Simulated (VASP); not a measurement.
```yaml
crystal:
  lattice:
    - [0.00000, 3.31288, 3.31288]
    - [3.31288, 0.00000, 3.31288]
    - [3.31288, 3.31288, 0.00000]
  atoms:
    - { symbol: Ag, position: [0.00000, 0.00000, 0.00000] }
    - { symbol: I, position: [0.75000, 0.75000, 0.75000] }
```

All values below come from PBE GGA, VASP's PBE PAW potentials (set 64) (plane waves; VASP). Numerical set-up: PREC = Normal, EDIFF = 1E-5, 400 eV cut-off, 8×8×8 Γ-centred mesh, Gaussian smearing of 0.050 eV, potentials Ag I.

Unless said otherwise, spin-orbit coupling is left out, though it shifts the bands of the heavy elements here.

Q: Estimate the energy per atom (σ→0), band gap (on the k-mesh) with the smallest direct gap where there is one.

A: 
| Quantity | Value |
|---|---|
| band gap (on the k-mesh) | 1.34 eV |
| smallest direct gap (on the k-mesh) | 1.34 eV |
| energy per atom (σ→0) | -231.2 kJ/mol of atoms |

The compound is AgI in the zinc blende structure, whereas wurtzite is the usual form. It was relaxed first, which changed the volume by +6 %.
